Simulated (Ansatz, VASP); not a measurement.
**SnAs in two plane-wave programs**

Aim: how closely do two programs agree when they are given the same cell, functional and k mesh? The cell is taken from a series of runs on this material, whose earlier steps may have relaxed, scaled, displaced or heated it; both programs get it as it stands.

Method: plane waves, with VASP 6.6.1 beside it; relaxation of cell and atoms at PBEsol, in Ansatz 0.2.0.

### 1. Set-up

Symmetry: Fm-3m, No. 225, cubic system. Conventional cell: a = 5.715 Å, b = 5.715 Å, c = 5.715 Å, α = 90.00°, β = 90.00°, γ = 90.00°. Nearest to Sn lie 6 As at 2.86 Å. As has 6 Sn at 2.86 Å nearest. Farther neighbours are not listed.

Coordinates:

```xyz
2
Lattice="0.0000 2.8575 2.8575 2.8575 0.0000 2.8575 2.8575 2.8575 0.0000" Properties=species:S:1:pos:R:3 pbc="T T T"
Sn    0.0000    0.0000    0.0000
As    2.8575    2.8575    2.8575
```

### 2. VASP: relaxation of cell and atoms, PBEsol

The relaxed volume is the usual yardstick between codes: in a stiff, nearly cubic crystal its relative difference is about their pressure difference at one cell divided by the bulk modulus.

Lines of VASP's logs that name or quote its potential files are left out, and so is its time.

Contents of INCAR:

```
SYSTEM = SnAs
PREC = Accurate
ENCUT = 500
EDIFF = 1E-07
NELM = 120
ISMEAR = 1
SIGMA = 0.2
LREAL = .FALSE.
ALGO = Normal
GGA = PS
NBANDS = 15
LORBIT = 11
LWAVE = .FALSE.
LCHARG = .FALSE.
ISIF = 3
IBRION = 2
NSW = 80
EDIFFG = -0.005
LASPH = .TRUE.
GGA_COMPAT = .FALSE.
NELMIN = 4
KPAR = 2
```

Contents of POSCAR:

```
SnAs
1.0
    0.0000000000      2.8575090000      2.8575090000
    2.8575090000      0.0000000000      2.8575090000
    2.8575090000      2.8575090000      0.0000000000
Sn As
1 1
Direct
    0.0000000000      0.0000000000      0.0000000000
    0.5000000000      0.5000000000      0.5000000000
```

Contents of KPOINTS:

```
Automatic mesh
0
Gamma
10 10 10
0 0 0
```

Potentials, in the order of the species: Sn_d and As (PBE family, release 64).

Launch:

```
$ mpirun -np 2 vasp_std
```

Numbers of over 12 decimals in the logs are rounded to 6 here.

The log of the run:

```text
[banner, memory and clock lines left out]
running    2 mpi-ranks, on    1 nodes
 distrk:  each k-point on    1 cores,    2 groups
 distr:  one band on    1 cores,    1 groups

 POSCAR found type information on POSCAR SnAs
 POSCAR found :  2 types and       2 ions
|                                                                             |
|               ----> ADVICE to this user running VASP <----                  |
|                                                                             |
|     You enforced a specific xc type in the INCAR file but a different       |
|     [... a line on the potential file left out ...]
|     I HOPE YOU KNOW WHAT YOU ARE DOING!                                     |
|                                                                             |

 LDA part: xc-table for (Slater+PW92), standard interpolation
 POSCAR, INCAR and KPOINTS ok, starting setup
 FFT: planning ... GRIDC
 FFT: planning ... GRID_SOFT
 FFT: planning ... GRID
 WAVECAR not read
 entering main loop
       N       E                     dE             d eps       ncg     rms          rms(c)
DAV:   1     0.114533612634E+03    0.11453E+03   -0.88970E+03  1438   0.152E+03
DAV:   2    -0.386189785854E+00   -0.11492E+03   -0.11159E+03  1487   0.371E+02
DAV:   3    -0.944642901073E+01   -0.90602E+01   -0.89647E+01  1851   0.884E+01
DAV:   4    -0.964334415627E+01   -0.19692E+00   -0.19687E+00  1564   0.143E+01
DAV:   5    -0.964993934011E+01   -0.65952E-02   -0.65951E-02  2000   0.248E+00    0.276E+00
DAV:   6    -0.954264520439E+01    0.10729E+00   -0.20401E-01  2079   0.494E+00    0.161E+00
DAV:   7    -0.953397792593E+01    0.86673E-02   -0.45283E-02  1855   0.175E+00    0.549E-01
DAV:   8    -0.953293243993E+01    0.10455E-02   -0.36583E-03  1775   0.676E-01    0.656E-02
DAV:   9    -0.953292948160E+01    0.29583E-05   -0.28711E-04  1913   0.201E-01    0.563E-02
DAV:  10    -0.953292950065E+01   -0.19053E-07   -0.22972E-05  1620   0.352E-02    0.324E-02
DAV:  11    -0.953292771882E+01    0.17818E-05   -0.80799E-06  2140   0.287E-02    0.458E-03
DAV:  12    -0.953292742158E+01    0.29724E-06   -0.82775E-07  1746   0.893E-03    0.283E-03
DAV:  13    -0.953292739579E+01    0.25794E-07   -0.14974E-08  1090   0.121E-03
   1 F= -.95329274E+01 E0= -.95327583E+01  d E =-.953293E+01
 curvature:   0.00 expect dE= 0.000E+00 dE for cont linesearch  0.000E+00
 trial: gam= 0.00000 g(F)=  0.847E-61 g(S)=  0.783E-05 ort = 0.000E+00 (trialstep = 0.100E+01)
 search vector abs. value=  0.783E-05
 bond charge predicted
       N       E                     dE             d eps       ncg     rms          rms(c)
DAV:   1    -0.953301996652E+01   -0.92545E-04   -0.18800E-03  1746   0.740E-01    0.511E-02
DAV:   2    -0.953295111080E+01    0.68856E-04   -0.11205E-04  1774   0.194E-01    0.231E-02
DAV:   3    -0.953293328802E+01    0.17823E-04   -0.48247E-05  1798   0.117E-01    0.324E-03
DAV:   4    -0.953293243054E+01    0.85748E-06   -0.19078E-06  1613   0.155E-02    0.165E-03
DAV:   5    -0.953293188530E+01    0.54524E-06   -0.11009E-07  1018   0.353E-03    0.355E-04
DAV:   6    -0.953293180192E+01    0.83385E-07   -0.36178E-08   789   0.286E-03
   2 F= -.95329318E+01 E0= -.95327654E+01  d E =-.440613E-05
 trial-energy change:   -0.000004  1 .order   -0.000003   -0.000008    0.000001
 step:   0.9341(harm=  0.8938)  dis= 0.00000  next Energy=    -9.532932 (dE=-0.444E-05)
 reached required accuracy - stopping structural energy minimisation
```

From OUTCAR (step 2):

```text
ion  position               nearest neighbor table
   1  0.000  0.000  0.000-   2 2.86   2 2.86   2 2.86   2 2.86   2 2.86   2 2.86
   2  0.500  0.500  0.500-   1 2.86   1 2.86   1 2.86   1 2.86   1 2.86   1 2.86

  LATTYP: Found a face centered cubic cell.
 ALAT       =     5.7150180000

 Subroutine GETGRP returns: Found 48 space group operations
 (whereof 48 operations were pure point group operations)

The static configuration has the point symmetry O_h .

 Found     47 irreducible k-points:

   k-points           NKPTS =     47   k-points in BZ     NKDIM =     47   number of bands    NBANDS=     15

   dimension x,y,z NGX =    30 NGY =   30 NGZ =   30
   dimension x,y,z NGXF=    60 NGYF=   60 NGZF=   60

   ENCUT  =  500.0 eV  36.75 Ry    6.06 a.u.   7.37  7.37  7.37*2*pi/ulx,y,z

   NELECT =      19.0000    total number of electrons

 k-points in reciprocal lattice and weights: Automatic mesh
   0.00000000  0.00000000  0.00000000       0.001
   0.10000000  0.00000000  0.00000000       0.008
   0.20000000  0.00000000  0.00000000       0.008
   0.30000000  0.00000000  0.00000000       0.008
   0.40000000  0.00000000  0.00000000       0.008
   0.50000000  0.00000000  0.00000000       0.004
   0.10000000  0.10000000  0.00000000       0.006
   0.20000000  0.10000000  0.00000000       0.024
   0.30000000  0.10000000  0.00000000       0.024
[...]
-0.30000000  0.40000000  0.20000000       0.024
  -0.30000000  0.50000000  0.20000000       0.012

 average (electrostatic) potential at core
       1 -99.9178       2 -47.4293

 E-fermi :   7.0646

 k-point     1 :       0.0000    0.0000    0.0000
  band No.  band energies     occupation
    ...
      6      -6.2558      2.00000
      7       4.3077      2.00000
      8       5.8719      2.00000
      9       5.8719      2.00000
     10       5.8719      2.00000
     11      12.4395      0.00000
     12      12.4395      0.00000
     13      12.4395      0.00000
     14      12.9568      0.00000
     15      12.9568      0.00000

 k-point     2 :       0.1000    0.0000    0.0000
  band No.  band energies     occupation
    ...
      6      -6.1353      2.00000
      7       3.3463      2.00000
      8       5.8849      2.00000
      9       5.8849      2.00000
     10       6.5955      2.00450
     11      11.7077      0.00000
     12      11.7077      0.00000
     13      11.7157      0.00000
     14      12.9660      0.00000
     15      13.2547      0.00000

 k-point     3 :       0.2000    0.0000    0.0000
  band No.  band energies     occupation
    ...
      5     -14.4879      2.00000
      6      -5.7800      2.00000
      7       1.8221      2.00000
      8       5.9397      2.00000
      9       5.9397      2.00000
     10       7.3737     -0.05117
     11      10.5107     -0.00000
     12      10.5107     -0.00000
     13      10.7678     -0.00000
     14      13.1381      0.00000
    ...

  Total       -0.0012366     -0.0012366     -0.0012366     -0.0000000     -0.0000000      0.0000000
  in kB       -0.0424244     -0.0424244     -0.0424244     -0.0000000     -0.0000000      0.0000000
  external PRESSURE =      -0.0424244 kB  Pullay stress =       0.0000000 kB

  energy-cutoff  :      500.00
  volume of cell :       46.70
      direct lattice vectors                 reciprocal lattice vectors
    -0.000000000  2.858226044  2.858226044    -0.174933680  0.174933680  0.174933680
     2.858226044  0.000000000  2.858226044     0.174933680 -0.174933680  0.174933680
     2.858226044  2.858226044  0.000000000     0.174933680  0.174933680 -0.174933680

 POSITION                                       TOTAL-FORCE (eV/Angst)
 -----------------------------------------------------------------------------------
      2.85823      2.85823      5.71645        -0.000000     -0.000000     -0.000000
      2.85823      2.85823      2.85823         0.000000      0.000000      0.000000
 -----------------------------------------------------------------------------------
    total drift:                                0.000000      0.000000      0.000000

  FREE ENERGIE OF THE ION-ELECTRON SYSTEM (eV)
  ---------------------------------------------------
  free  energy   TOTEN  =        -9.5329318019 eV

  energy  without entropy=       -9.5324326792  energy(sigma->0) =       -9.53276543

 reached required accuracy - stopping structural energy minimisation

 total charge
# of ion       s       p       d       tot
------------------------------------------
    1        1.224   0.946  10.017  12.187
    2        1.267   1.444   0.034   2.744
--------------------------------------------------
tot          2.491   2.390  10.051  14.931

[... 3 further parts left out ...]
```

This run has no spin polarisation. Its electron count is odd, so without a moment it is a metal by construction. The run keeps the 48 symmetry operations of its start, so it cannot find a distortion of lower symmetry.

### 3. Ansatz: relaxation of cell and atoms, PBEsol

Ansatz runs on norm-conserving files, of PseudoDojo where its log says so.

The same cell, functional, mesh and smearing now go to Ansatz, which takes its cutoff from its data sets.

Contents of input.yaml:

```yaml
crystal:
  lattice:
    - [0.0, 2.857509013, 2.857509013]
    - [2.857509013, 0.0, 2.857509013]
    - [2.857509013, 2.857509013, 0.0]
  atoms:
    - { symbol: Sn, position: [0.0, 0.0, 0.0] }
    - { symbol: As, position: [0.5, 0.5, 0.5] }
kpoints:
  mp_grid: { grid: [10, 10, 10] }
hamiltonian:
  xc: pbesol
  pseudopotentials: { kind: nc, accuracy: standard }
scf:
  occupations: { method: methfessel_paxton, width: 0.2 }
output:
  forces: true
  stress: true
  eigenvalues: true
relax:
  adjacent_minimum: "off"
  f_tol: 0.001
  max_steps: 60
  cell: { stress_tol: 0.01 }
```

Launch:

```
$ ansatz run input.yaml --threads 4 --pin off --max-ram 10240MiB --backend cpu --events-out ev --progress --plain --runs-dir out
```

The log of the run:

```text
Engine: ansatz 0.2.0, aarch64-unknown-linux-gnu
Pseudopotentials: kind: nc
Pseudopotential: Sn, nc, valence charge 14, recommended cutoff 979.609905 eV (normal), Sn.nc.azcp (PseudoDojo's, or run here from an input of PseudoDojo's; its table is named by hamiltonian.pseudopotentials.accuracy)
Pseudopotential: As, nc, valence charge 15, recommended cutoff 1142.878222 eV (normal), As.nc.azcp (PseudoDojo's, or run here from an input of PseudoDojo's; its table is named by hamiltonian.pseudopotentials.accuracy)
Functional definition: PBEsol
  exchange = pbesol_x
  correlation = pbesol_c
Crystal: 2 atoms, lattice volume = 46.665 Å³
Basis set: ecut = 1142.878222 eV, 4111 PW (Γ), exchange–correlation on 90×90×90 points (8 copies of the dense FFT grid, shifted against one another)
Bands: 19, of which v1, the nominal top of the filled ones, is band 15 counted from 1 (14 counted from 0)
Symmetry: 48 space group operations
Space group: Fm-3m (ITA 225), of the structure as read, at distance tolerance 3.6e-5 Å
k-points: 47 of 1000
Non-local potential: Sn, projectors of the file, l = 0: 2, l = 1: 2, l = 2: 2, l = 3: 2
Non-local potential: As, projectors of the file, l = 0: 2, l = 1: 2, l = 2: 2
Initial density: superposition of atomic densities (chi_scale 0.1, normalization cell, long waves kept (reshape's long-wave potential 0.00 eV rms))
Initial wavefunctions: pseudopotential atomic-orbital guess
Functional: x = pbesol(κ = 0.804, μ = 0.123457), c = pbesol(β = 0.046)
SCF iter   1: F=—  HF=-5023.217581 eV  |F-HF|=—  |Δ(HF+E_count)|=         —  Δρ=2.04e-2  dr2=1.36e-1  ethr=3.10e-3  ⟨swp⟩=5.2  Hψ=4064  notcnv=0
preconditioner: auto → Kerker (q_TF=auto, 2.520 Å⁻¹)  [metal: Δε(μ)=0.063 eV  Ē_g=18.282 eV  σ=0.200 eV  W_gap=0.26  n_scr=14 (ndim 8)  ℏωp=23.7 eV  f_vac=0.000  D(μ)=0.86/eV (n_scr^D=0)]
SCF iter   2: F=—  HF=-5023.194302 eV  |F-HF|=—  |Δ(HF+E_count)|=   2.33e-2  S|Δr|=    0.00e0  Δρ=1.23e-2  dr2=5.45e-2  ethr=4.69e-4  ⟨swp⟩=1.0  Hψ=1269  notcnv=0
SCF iter   3: F=—  HF=-5023.184711 eV  |F-HF|=—  |Δ(HF+E_count)|=   9.59e-3  S|Δr|=    0.00e0  Δρ=2.29e-3  dr2=1.49e-3  ethr=1.88e-4  ⟨swp⟩=2.0  Hψ=1125  notcnv=0
SCF iter   4: F=—  HF=-5023.184824 eV  |F-HF|=—  |Δ(HF+E_count)|=   1.12e-4  S|Δr|=    0.00e0  Δρ=7.47e-4  dr2=1.25e-4  ethr=5.13e-6  ⟨swp⟩=2.0  Hψ=1572  notcnv=0
SCF iter   5: F=—  HF=-5023.184803 eV  |F-HF|=—  |Δ(HF+E_count)|=   2.04e-5  S|Δr|=    0.00e0  Δρ=1.65e-4  dr2=1.63e-5  ethr=4.32e-7  ⟨swp⟩=2.2  Hψ=1512  notcnv=0
SCF iter   6: F=—  HF=-5023.184736 eV  |F-HF|=—  |Δ(HF+E_count)|=   6.72e-5  S|Δr|=    0.00e0  Δρ=3.13e-5  dr2=7.25e-7  ethr=5.62e-8  ⟨swp⟩=2.0  Hψ=1083  notcnv=0
SCF iter   7: F=-5023.184736 eV  HF=-5023.184736 eV  |F-HF|=5.52e-9  |Δ(HF+E_count)|=   3.62e-8  S|Δr|=    0.00e0  Δρ=5.60e-6  dr2=1.44e-8  ethr=3.45e-10  ⟨swp⟩=6.3  Hψ=3854  notcnv=0
SCF 1 converged in 7 iterations: F = -5023.184736 eV  dr2 = 1.44e-8
relax step   1: F+E_penalty+E_count = -5023.18473597 eV  Δ(F+E_penalty+E_count) = +0.000e0 eV  max|allowed force component| = 5.123e-27 eV/Å  Δτ_max = 0.0000 Å  P = -0.067 GPa  Ω = 46.665 Å³  (7 SCF iters, dr2 threshold 1.00e-7 eV, accepted)
[...]
relax step   2: F+E_penalty+E_count = -5023.18474168 eV  Δ(F+E_penalty+E_count) = -5.708e-6 eV  max|allowed force component| = 2.678e-28 eV/Å  Δτ_max = 0.0000 Å  P = +0.064 GPa  Ω = 46.583 Å³  energy of the carried Pulay correction = +5.020e-6 eV  (4 SCF iters, dr2 threshold 1.11e-8 eV, accepted)
[...]
relax step   3: F+E_penalty+E_count = -5023.18474728 eV  Δ(F+E_penalty+E_count) = -5.595e-6 eV  max|allowed force component| = 1.011e-28 eV/Å  Δτ_max = 0.0000 Å  P = -0.000 GPa  Ω = 46.623 Å³  energy of the carried Pulay correction = +2.560e-6 eV  (3 SCF iters, dr2 threshold 1.03e-8 eV, accepted)
[...]
relax step   4: F+E_penalty+E_count = -5023.18474479 eV  Δ(F+E_penalty+E_count) = +2.487e-6 eV  max|allowed force component| = 2.706e-28 eV/Å  Δτ_max = 0.0000 Å  P = -0.000 GPa  Ω = 46.623 Å³  stress off target by 3.78e-4 GPa  SCF on the basis re-selected at this cell (its energy is not comparable with the rows above)  (5 SCF iters)
basis re-selected at this cell: Δ(F+E_penalty+E_count) = +2.487e-6 eV, ΔP = -0.000 GPa vs the last step (what re-selecting the basis moved, of the pressure what is left beyond the Pulay correction that the steps carried, after the strain that the cell walked since its last selection, with what the two solves' SCF thresholds leave and, on support functions, any second-order correction that the steps lacked; it is no m [...]
SCF converged after 5 iterations
Stability not checked: this state was not tested for a lower state beside it, because cold or Methfessel-Paxton smearing, or corrected tetrahedra, fill the levels in a way that the test cannot read (fill_not_monotonic; see scf.lower_state_search)
Free energy (F): -5023.184745 eV
Harris-Foulkes:  -5023.184745 eV  (|F-HF|=0.00e0)
Internal energy: -5023.184272 eV  (E = F + TS)
E sigma→0 (E₀):  -5023.184626 eV
Entropy (-TS):   -0.000473 eV (-0.237 meV/atom)
Fermi energy:    11.444641 eV
--- Per-component energies (eV) ---
  E_band       = -290.487550
  E_kinetic    = 3350.334761
  E_local      = -2909.388279  (includes V_loc(G=0)·N_el)
  E_nonlocal   = -2485.101939
  E_hartree    = 1265.042757
  E_xc         = -1234.856438
  E_vxc        = -776.417609  (∫ρ·V_xc dr)
  E_ewald      = -3009.215133
  E_smearing   = -0.000473  (= −TS)
  E_closure    = 0.000000  (closes the sum)
  Σ components = -5023.184745   (vs F -5023.184745, Δ=0.00e0)
--- Forces (eV/Å), atoms counted from 1 ---
  atom   1  Sn    -0.00000000     0.00000000    -0.00000000
  atom   2  As     0.00000000     0.00000000    -0.00000000
  max |Σ_I F_I| component: 5.36e-28 eV/Å
--- Stress (GPa, compression-positive) ---
       -0.000378      -0.000000      -0.000000
       -0.000000      -0.000378       0.000000
       -0.000000       0.000000      -0.000378
  P = ⅓ Tr σ = -0.0004 GPa (-0.004 kbar)
--- Band table (eV; the first three rows and the last of 47) ---
  k-point 0: bands = [... 11 lower, 8.6781, 10.2481, 10.2481, 10.2481, 16.8264, 16.8264, 16.8264, 17.3549]
  k-point 1: bands = [... 11 lower, 7.7180, 10.2610, 10.2610, 10.9704, 16.0956, 16.0956, 16.1014, 17.3610]
  k-point 2: bands = [... 11 lower, 6.1942, 10.3158, 10.3158, 11.7489, 14.8976, 14.8976, 15.1502, 17.5316]
  k-point 46: bands = [... 11 lower, 4.3444, 6.1255, 6.8581, 11.4272, 14.4103, 16.3156, 18.2952, 19.7257]
--- Relaxed structure (3 steps of the walk, 3 accepted, 1 SCFs on fresh bases) ---
  F+E_penalty+E_count = -5023.18474479 eV   max|allowed force component| = 2.706e-28 eV/Å   (the final SCF, on the basis selected at the relaxed cell)
  cell:  # Å, volume = 46.6232 Å³
    - [0, 2.856652, 2.856652]
    - [2.856652, 0, 2.856652]
    - [2.856652, 2.856652, 0]
  atoms:
    - { symbol: Sn, position: [0, 0, 0] }
    - { symbol: As, position: [0.5, 0.5, 0.5] }
```

### 4. Comparison

Known differences besides the potentials themselves: the data sets hold 29 valence electrons in Ansatz (on norm-conserving files, of PseudoDojo where its log says so) and 19 in VASP; the cutoff is 1142.88 eV in Ansatz and 500 eV in VASP; Ansatz adds a Pulay correction to the stress that steers its cell, VASP none. Total energies have different zeros and are not compared.

Compared:

```csv
quantity,Ansatz,VASP,difference
volume (Å³),46.62,46.70,-0.17 %
"edge a after relaxation, in the typed setting (Å)",4.040,4.042,-0.05 %
```

### 5. Summary of results

| Quantity | Value |
| --- | --- |
| difference in volume (relaxation of cell and atoms, PBEsol) | -0.17 % |

The difference in volume is -0.17 % (relaxation of cell and atoms, PBEsol), within the 1.2 % picked in this series as the mark of a large difference, as far as the stopping tolerances let one tell. The data sets hold unlike numbers of valence electrons (29 in Ansatz and 19 in VASP), so part of the differences comes from the potentials. 2 further runs of this series are not shown here. How closely two codes agree says nothing of how well the functional describes the real material.

[Lines on the potential files, build, host, timing and source positions are cut from VASP's logs without a mark.]

[Logs are printed without paths, hosts, clocks, repeated set-up lines and the standing remarks that a program may print on its own settings, such as how far it seeks lower states.]

[Hosts, paths, dates, database ids (printed as entryN), source tags and the programs' standing remarks are cut or masked in the printed files.]
